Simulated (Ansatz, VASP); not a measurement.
# ZnS (Wurtzite-2H) in two plane-wave programs, part 2 of 3

One calculation is typed for both programs; each brings its own data sets. How far apart do they land? The cell is taken from a series of runs on this material, whose earlier steps may have relaxed, scaled, displaced or heated it; both programs get it as it stands.

VASP 6.6.1 and Ansatz 0.2.0.

So far: The starting structure; Ansatz: zone-centre phonons, LDA.

## (3) VASP: zone-centre phonons, LDA

Level of this step: LDA; plane waves and PAW (S, Zn) (VASP).

The same cell, functional (in two slightly different forms) and mesh now go to VASP, with its own data sets.

Lines of VASP's logs that name or quote its potential files are left out, and so is its time.

Contents of INCAR:

```
SYSTEM = ZnS
PREC = Accurate
ENCUT = 500
EDIFF = 1E-08
NELM = 120
ISMEAR = 0
SIGMA = 0.01
LREAL = .FALSE.
ALGO = Normal
GGA = PW92
NBANDS = 24
LORBIT = 11
LWAVE = .FALSE.
LCHARG = .FALSE.
ISIF = 2
IBRION = 8
LEPSILON = .TRUE.
LASPH = .TRUE.
GGA_COMPAT = .FALSE.
EFERMI = MIDGAP
KPAR = 2
```

Contents of POSCAR:

```
ZnS
1.0
    3.7035982802      0.0000000000      0.0000000000
   -1.8517991401      3.2074101960      0.0000000000
    0.0000000000      0.0000000000      6.3885588490
S Zn
2 2
Direct
    0.3333333268      0.6666666602      0.3754680520
    0.6666666602      0.3333333268      0.8754680520
    0.3333333268      0.6666666602      0.0095319480
    0.6666666602      0.3333333268      0.5095319480
```

Contents of KPOINTS:

```
Automatic mesh
0
Gamma
12 12 8
0 0 0
```

Potentials, in the order of the species: S and Zn (LDA family, release 64).

Started as:

```sh
$ mpirun -np 2 vasp_std
```

The log of the run:

```text
[banner, memory and clock lines left out]
running    2 mpi-ranks, on    1 nodes
 distrk:  each k-point on    1 cores,    2 groups
 distr:  one band on    1 cores,    1 groups

 POSCAR found type information on POSCAR S Zn
 POSCAR found :  2 types and       4 ions
|                                                                             |
|               ----> ADVICE to this user running VASP <----                  |
|                                                                             |
|     You enforced a specific xc type in the INCAR file but a different       |
|     [... a line on the potential file left out ...]
|     I HOPE YOU KNOW WHAT YOU ARE DOING!                                     |
|                                                                             |

 LDA part: xc-table for (Slater(with rela. corr.)+PW92), standard interpolation
 POSCAR, INCAR and KPOINTS ok, starting setup
 FFT: planning ... GRIDC
 FFT: planning ... GRID_SOFT
 FFT: planning ... GRID
 WAVECAR not read
 entering main loop
       N       E                     dE             d eps       ncg     rms          rms(c)
DAV:   1     0.229784023793E+03    0.22978E+03   -0.17072E+04  4560   0.178E+03
DAV:   2     0.357116547240E+01   -0.22621E+03   -0.21865E+03  4824   0.358E+02
DAV:   3    -0.168097601571E+02   -0.20381E+02   -0.20264E+02  5608   0.111E+02
DAV:   4    -0.172225636935E+02   -0.41280E+00   -0.41252E+00  5368   0.162E+01
DAV:   5    -0.172302212227E+02   -0.76575E-02   -0.76570E-02  5768   0.211E+00    0.104E+01
DAV:   6    -0.163760009396E+02    0.85422E+00   -0.18763E+00  6560   0.417E+01    0.788E+00
DAV:   7    -0.163736213800E+02    0.23796E-02   -0.16190E+00  5192   0.758E+00    0.318E+00
DAV:   8    -0.163517778205E+02    0.21844E-01   -0.70216E-02  6152   0.257E+00    0.936E-01
DAV:   9    -0.163507812363E+02    0.99658E-03   -0.16265E-02  6520   0.179E+00    0.279E-01
DAV:  10    -0.163508273606E+02   -0.46124E-04   -0.61172E-04  5944   0.309E-01    0.154E-01
DAV:  11    -0.163508475802E+02   -0.20220E-04   -0.73337E-05  5752   0.908E-02    0.891E-02
DAV:  12    -0.163508442284E+02    0.33518E-05   -0.15048E-05  5984   0.569E-02    0.103E-02
DAV:  13    -0.163508442961E+02   -0.67679E-07   -0.81337E-07  5712   0.587E-03    0.555E-03
DAV:  14    -0.163508443957E+02   -0.99671E-07   -0.16272E-07  5672   0.301E-03    0.452E-03
DAV:  15    -0.163508444040E+02   -0.82200E-08   -0.37057E-08  5544   0.135E-03
   1 F= -.16350844E+02 E0= -.16350844E+02  d E =0.000000E+00
 Linear response reoptimize wavefunctions to high precision
DAV:   1    -0.163508444040E+02   -0.15007E-10   -0.20168E-09  3768   0.414E-04
DAV:   2    -0.163508444040E+02   -0.23192E-10   -0.33610E-10  2984   0.169E-04
 Linear response G [H, r] |phi>, progress :
  Direction:   1
       N       E                     dE             d eps       ncg     rms
RMM:   1    -0.816206136648E+02   -0.81621E+02    0.47289E+02  8679   0.937E+01
RMM:   2    -0.902388714678E+02   -0.86183E+01   -0.29555E+01  7436   0.351E+01
RMM:   3    -0.907343431457E+02   -0.49547E+00   -0.21378E+00  8152   0.930E+00
RMM:   4    -0.907566900942E+02   -0.22347E-01   -0.11144E-01  8243   0.195E+00
RMM:   5    -0.907576889217E+02   -0.99883E-03   -0.15451E-02  8384   0.519E-01
RMM:   6    -0.907577591624E+02   -0.70241E-04   -0.32925E-03  8485   0.154E-01
RMM:   7    -0.907577156012E+02    0.43561E-04   -0.10511E-03  8568   0.516E-02
RMM:   8    -0.907576867042E+02    0.28897E-04   -0.13248E-04  8657   0.194E-02
RMM:   9    -0.907576676625E+02    0.19042E-04    0.21661E-04  8588   0.846E-03
RMM:  10    -0.907576618478E+02    0.58147E-05    0.25629E-04  6944   0.439E-03
RMM:  11    -0.907576593769E+02    0.24709E-05    0.32420E-04  5955   0.268E-03
RMM:  12    -0.907576591397E+02    0.23722E-06    0.20761E-04  5459   0.211E-03
RMM:  13    -0.907576589714E+02    0.16829E-06    0.35108E-04  5156   0.187E-03
RMM:  14    -0.907576584932E+02    0.47818E-06    0.21306E-04  5030   0.180E-03
RMM:  15    -0.907576587498E+02   -0.25663E-06    0.36776E-04  4881   0.174E-03
RMM:  16    -0.907576585671E+02    0.18278E-06    0.13144E-04  4744   0.174E-03
 Linear response G [H, r] |phi>, progress :
  Direction:   2
       N       E                     dE             d eps       ncg     rms
RMM:   1    -0.966868813536E+02   -0.96687E+02    0.28409E+02  8740   0.904E+01
RMM:   2    -0.101762857800E+03   -0.50760E+01   -0.22912E+01  7383   0.334E+01
RMM:   3    -0.102295667618E+03   -0.53281E+00   -0.16480E+00  8139   0.847E+00
RMM:   4    -0.102321220401E+03   -0.25553E-01   -0.81028E-02  8168   0.183E+00
RMM:   5    -0.102322575057E+03   -0.13547E-02   -0.14643E-02  8334   0.520E-01
RMM:   6    -0.102322687269E+03   -0.11221E-03   -0.37891E-03  8399   0.163E-01
RMM:   7    -0.102322591475E+03    0.95794E-04   -0.13163E-03  8516   0.567E-02
[...]
RMM:   9    -0.109955899479E+01    0.14455E-04   -0.12515E-05 28116   0.408E-03    0.131E-03
RMM:  10    -0.109956067157E+01   -0.16768E-05   -0.10658E-06 28184   0.197E-03    0.302E-04
RMM:  11    -0.109956556352E+01   -0.48919E-05   -0.25931E-06 27686   0.844E-04    0.177E-04
RMM:  12    -0.109956497514E+01    0.58838E-06   -0.35376E-07 24180   0.347E-04    0.167E-05
RMM:  13    -0.109956456215E+01    0.41298E-06    0.19428E-07 16141   0.164E-04    0.102E-05
[...]
RMM:  11    -0.118417062500E+01   -0.84575E-05    0.33886E-07  8207   0.694E-04    0.142E-04
RMM:  12    -0.118416959628E+01    0.10287E-05   -0.28257E-07  7370   0.281E-04    0.341E-05
RMM:  13    -0.118416933302E+01    0.26327E-06   -0.23182E-08  4831   0.120E-04    0.115E-05
RMM:  14    -0.118416940394E+01   -0.70921E-07   -0.75113E-09  3547   0.778E-05    0.314E-06
 change of polarisation eV/A/(eV/A) component  3 :    -0.245    -0.213     2.252
 dielectric tensor                  component  3 :    -0.585    -0.508     6.371
 Linear response DOF=           4
 Linear response progress:
  Degree of freedom:   1/  4
       N       E                     dE             d eps       ncg     rms          rms(c)
RMM:   1    -0.106074039135E+00   -0.10607E+00    0.44667E-02 70464   0.197E+00
RMM:   2    -0.103057981337E+00    0.30161E-02   -0.61031E-03 42819   0.637E-01    0.167E-01
RMM:   3    -0.103446627464E+00   -0.38865E-03   -0.51132E-04 48651   0.154E-01    0.801E-02
RMM:   4    -0.103780424649E+00   -0.33380E-03   -0.73195E-05 48037   0.508E-02    0.198E-02
RMM:   5    -0.103838639573E+00   -0.58215E-04   -0.68001E-06 50671   0.136E-02    0.943E-03
RMM:   6    -0.103814906712E+00    0.23733E-04   -0.91727E-07 50194   0.470E-03    0.331E-03
RMM:   7    -0.103822956452E+00   -0.80497E-05    0.37202E-08 48299   0.170E-03    0.822E-04
RMM:   8    -0.103822297422E+00    0.65903E-06   -0.44326E-08 51164   0.556E-04    0.577E-05
RMM:   9    -0.103821614549E+00    0.68287E-06   -0.12707E-07 50160   0.189E-04    0.461E-05
RMM:  10    -0.103821623673E+00   -0.91236E-08   -0.31294E-08 51371   0.752E-05    0.946E-06
 first order change of Fermi-energy  -0.78893E-01
 force on displaced ion       1 direction 1 :  -6.995   0.000   0.000
 Born effective charge ion    1 direction 1 :  -1.844  -0.000  -0.000
 Linear response progress:
  Degree of freedom:   2/  4
       N       E                     dE             d eps       ncg     rms          rms(c)
RMM:   1    -0.128710598782E+00   -0.12871E+00    0.54445E-02 16394   0.200E+00
RMM:   2    -0.123945660543E+00    0.47649E-02   -0.79653E-03  9420   0.755E-01    0.199E-01
RMM:   3    -0.124100161124E+00   -0.15450E-03   -0.97939E-04 10948   0.195E-01    0.955E-02
RMM:   4    -0.124287597475E+00   -0.18744E-03   -0.88809E-05  9917   0.663E-02    0.330E-02
RMM:   5    -0.124308791659E+00   -0.21194E-04   -0.15246E-05 10959   0.245E-02    0.890E-03
RMM:   6    -0.124297634787E+00    0.11157E-04   -0.14818E-07 11175   0.635E-03    0.467E-03
RMM:   7    -0.124300077779E+00   -0.24430E-05    0.92608E-07 11380   0.180E-03    0.126E-03
RMM:   8    -0.124301700670E+00   -0.16229E-05    0.48623E-07 10234   0.110E-03    0.244E-04
RMM:   9    -0.124301930554E+00   -0.22988E-06    0.38409E-07 11547   0.303E-04    0.959E-05
RMM:  10    -0.124301923056E+00    0.74980E-08    0.14986E-07 11562   0.108E-04    0.359E-05
RMM:  11    -0.124301871733E+00    0.51323E-07    0.23351E-07 10554   0.494E-05    0.153E-05
RMM:  12    -0.124301837501E+00    0.34232E-07    0.11250E-07 11639   0.284E-05    0.377E-06
RMM:  13    -0.124301854946E+00   -0.17445E-07    0.18910E-07 10902   0.178E-05    0.196E-06
RMM:  14    -0.124301860089E+00   -0.51430E-08    0.13921E-07  8715   0.142E-05    0.573E-07
RMM:  15    -0.124301860243E+00   -0.15387E-09    0.14267E-07  7519   0.131E-05    0.154E-07
RMM:  16    -0.124301860664E+00   -0.42131E-09    0.12558E-07  6363   0.128E-05    0.500E-08
 first order change of Fermi-energy  -0.29117E-01
 force on displaced ion       1 direction 3 :   0.000  -0.000  -9.201
 Born effective charge ion    1 direction 3 :   0.000  -0.000  -2.056
 Linear response progress:
  Degree of freedom:   3/  4
       N       E                     dE             d eps       ncg     rms          rms(c)
RMM:   1    -0.213000362287E+00   -0.21300E+00   -0.25505E-03 41653   0.191E+00
RMM:   2    -0.210624100666E+00    0.23763E-02   -0.37559E-03 43505   0.434E-01    0.125E-01
RMM:   3    -0.210433561367E+00    0.19054E-03   -0.11921E-04 50060   0.690E-02    0.732E-02
RMM:   4    -0.210172582628E+00    0.26098E-03   -0.18028E-05 49902   0.242E-02    0.398E-03
RMM:   5    -0.210167001445E+00    0.55812E-05   -0.31682E-06 51568   0.482E-03    0.150E-03
RMM:   6    -0.210169262891E+00   -0.22614E-05   -0.39636E-07 51403   0.190E-03    0.304E-04
RMM:   7    -0.210169593546E+00   -0.33065E-06   -0.37559E-07 51693   0.589E-04    0.171E-04
RMM:   8    -0.210169661025E+00   -0.67479E-07   -0.34142E-07 51402   0.265E-04    0.293E-05
RMM:   9    -0.210169469424E+00    0.19160E-06   -0.23113E-07 51540   0.932E-05    0.162E-05
RMM:  10    -0.210169357659E+00    0.11177E-06   -0.54820E-08 50781   0.485E-05    0.249E-06
RMM:  11    -0.210169352189E+00    0.54699E-08   -0.35317E-08 53689   0.251E-05    0.980E-07
 first order change of Fermi-energy  -0.13472E+00
 force on displaced ion       3 direction 1 :  -6.288   0.000   0.000
 Born effective charge ion    3 direction 1 :   1.843  -0.000  -0.000
 Linear response progress:
  Degree of freedom:   4/  4
       N       E                     dE             d eps       ncg     rms          rms(c)
RMM:   1    -0.220459305352E+00   -0.22046E+00   -0.40513E-03  9435   0.190E+00
RMM:   2    -0.217478694307E+00    0.29806E-02   -0.41608E-03  9883   0.458E-01    0.151E-01
RMM:   3    -0.217139247353E+00    0.33945E-03   -0.18125E-04 11197   0.893E-02    0.793E-02
RMM:   4    -0.216836753138E+00    0.30249E-03   -0.12588E-04 10915   0.461E-02    0.208E-02
RMM:   5    -0.216766116804E+00    0.70636E-04   -0.35560E-05 11542   0.186E-02    0.726E-03
RMM:   6    -0.216770287409E+00   -0.41706E-05   -0.73549E-06 10667   0.562E-03    0.451E-03
RMM:   7    -0.216779102710E+00   -0.88153E-05   -0.47955E-06 11058   0.306E-03    0.731E-04
RMM:   8    -0.216779810249E+00   -0.70754E-06   -0.11116E-06 11380   0.887E-04    0.226E-04
RMM:   9    -0.216779257448E+00    0.55280E-06    0.22457E-07 11645   0.315E-04    0.510E-05
RMM:  10    -0.216779181808E+00    0.75640E-07   -0.35349E-07 11716   0.138E-04    0.277E-05
RMM:  11    -0.216779141511E+00    0.40297E-07    0.52727E-08 11687   0.584E-05    0.795E-06
RMM:  12    -0.216779175600E+00   -0.34088E-07    0.11430E-07 11767   0.322E-05    0.633E-06
RMM:  13    -0.216779183573E+00   -0.79735E-08    0.80701E-08 10884   0.219E-05    0.858E-07
 first order change of Fermi-energy   0.29089E-01
 force on displaced ion       3 direction 3 :   0.000   0.000  -7.829
 Born effective charge ion    3 direction 3 :  -0.000   0.000   2.056
 Born effective charges drift removed
 Linear response finished
```

[end of part 2 of 3]

[Lines on the potential files, build, host, timing and source positions are cut from VASP's logs without a mark.]

[Logs are printed without paths, hosts, clocks, repeated set-up lines and the standing remarks that a program may print on its own settings, such as how far it seeks lower states.]

[Hosts, paths, dates, database ids (printed as entryN), source tags and the programs' standing remarks are cut or masked in the printed files.]
